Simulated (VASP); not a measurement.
OSZICAR of a VASP run on Gd (hcp):

**OSZICAR**
```
       N       E                     dE             d eps       ncg     rms          rms(c)
DAV:   1     0.381377828119E+02    0.38138E+02   -0.88513E+03  1456   0.122E+03
DAV:   2    -0.733632599726E+01   -0.45474E+02   -0.44490E+02  1581   0.232E+02
DAV:   3    -0.911842462969E+01   -0.17821E+01   -0.16560E+01  1950   0.273E+01
DAV:   4    -0.915252572253E+01   -0.34101E-01   -0.33712E-01  1816   0.382E+00
DAV:   5    -0.915344217288E+01   -0.91645E-03   -0.91643E-03  2140   0.472E-01    0.227E+01
DAV:   6    -0.915417618240E+01   -0.73401E-03   -0.21617E-02  1651   0.118E+00    0.136E+01
DAV:   7    -0.916249048589E+01   -0.83143E-02   -0.39042E-02  1566   0.159E+00    0.211E-01
DAV:   8    -0.916215627010E+01    0.33422E-03   -0.22008E-03  1686   0.351E-01    0.566E-02
DAV:   9    -0.916216515236E+01   -0.88823E-05   -0.21323E-04  1876   0.107E-01    0.343E-02
DAV:  10    -0.916215990770E+01    0.52447E-05   -0.32374E-05  1714   0.401E-02    0.431E-02
DAV:  11    -0.916216136969E+01   -0.14620E-05   -0.54355E-06  1641   0.166E-02    0.195E-03
DAV:  12    -0.916216153135E+01   -0.16166E-06   -0.27509E-07   908   0.414E-03
   1 F= -.91621615E+01 E0= -.91627661E+01  d E =-.916216E+01
       N       E                     dE             d eps       ncg     rms          rms(c)
DAV:   1    -0.916833021805E+01   -0.61688E-02   -0.22415E-01  1456   0.343E+00    0.313E-01
DAV:   2    -0.916532359540E+01    0.30066E-02   -0.35961E-03  1681   0.490E-01    0.176E-01
DAV:   3    -0.916401202733E+01    0.13116E-02   -0.17951E-03  1874   0.322E-01    0.892E-02
DAV:   4    -0.916401855349E+01   -0.65262E-05   -0.25698E-04  1881   0.111E-01    0.496E-02
DAV:   5    -0.916402071064E+01   -0.21571E-05   -0.76880E-06  2043   0.197E-02    0.990E-03
DAV:   6    -0.916402036311E+01    0.34753E-06   -0.39855E-07   843   0.521E-03
   2 F= -.91640204E+01 E0= -.91648416E+01  d E =-.185883E-02
       N       E                     dE             d eps       ncg     rms          rms(c)
DAV:   1    -0.916702985548E+01   -0.30091E-02   -0.13361E-01  1456   0.265E+00    0.238E-01
DAV:   2    -0.916528331474E+01    0.17465E-02   -0.21246E-03  1691   0.377E-01    0.137E-01
DAV:   3    -0.916451645774E+01    0.76686E-03   -0.10433E-03  1869   0.246E-01    0.707E-02
DAV:   4    -0.916452008261E+01   -0.36249E-05   -0.14960E-04  1876   0.850E-02    0.390E-02
DAV:   5    -0.916452158046E+01   -0.14978E-05   -0.44655E-06  1829   0.152E-02    0.821E-03
DAV:   6    -0.916452133576E+01    0.24470E-06   -0.29397E-07   768   0.433E-03
   3 F= -.91645213E+01 E0= -.91653166E+01  d E =-.235980E-02
       N       E                     dE             d eps       ncg     rms          rms(c)
DAV:   1    -0.916457375015E+01   -0.52170E-04   -0.23793E-03  1456   0.354E-01    0.315E-02
DAV:   2    -0.916454273644E+01    0.31014E-04   -0.37774E-05  1711   0.499E-02    0.184E-02
DAV:   3    -0.916452933621E+01    0.13400E-04   -0.18450E-05  1864   0.324E-02    0.957E-03
DAV:   4    -0.916452948207E+01   -0.14585E-06   -0.25148E-06  1159   0.112E-02
   4 F= -.91645295E+01 E0= -.91653115E+01  d E =-.236795E-02
       N       E                     dE             d eps       ncg     rms          rms(c)
DAV:   1    -0.916453526969E+01   -0.59335E-05   -0.31563E-04  1456   0.129E-01    0.118E-02
DAV:   2    -0.916453099914E+01    0.42705E-05   -0.50164E-06  1686   0.181E-02    0.654E-03
DAV:   3    -0.916452923053E+01    0.17686E-05   -0.24278E-06  1471   0.118E-02    0.338E-03
DAV:   4    -0.916452927272E+01   -0.42191E-07   -0.38345E-07   728   0.466E-03
   5 F= -.91645293E+01 E0= -.91653058E+01  d E =-.236774E-02
       N       E                     dE             d eps       ncg     rms          rms(c)
DAV:   1    -0.916521091446E+01   -0.68168E-03   -0.13833E-02  1456   0.919E-01    0.134E-01
DAV:   2    -0.916475460120E+01    0.45631E-03   -0.87930E-04  1486   0.236E-01    0.632E-02
DAV:   3    -0.916457088716E+01    0.18371E-03   -0.45899E-04  1521   0.159E-01    0.233E-02
DAV:   4    -0.916456785816E+01    0.30290E-05   -0.28518E-05  1771   0.426E-02    0.175E-02
DAV:   5    -0.916456525290E+01    0.26053E-05   -0.34950E-06  1371   0.110E-02    0.282E-03
DAV:   6    -0.916456511925E+01    0.13365E-06   -0.27312E-07   728   0.343E-03
   6 F= -.91645651E+01 E0= -.91653147E+01  d E =-.358465E-04
```

Question: Which electronic solver shows in the log?

Answer: It is blocked Davidson (ALGO = Normal, or the opening steps of other solvers). The INCAR had ALGO = Normal.

Question: Can the final energy be trusted as converged?

Answer: Self-consistency was reached. It stopped with EDIFF = 1E-6, NELM = 100, NSW = 60 and EDIFFG = -0.01 after 6 ionic steps (PBE GGA, plane waves, VASP's PBE PAW potentials (set 64)). The 4f electrons are frozen in the core of the lanthanide potential, so 4f levels, which can set the real gap, and their magnetism are missing.

The compound is Gd in the hcp structure. This run relaxes it. Symmetry was kept, so distortions that lower it aren't found.
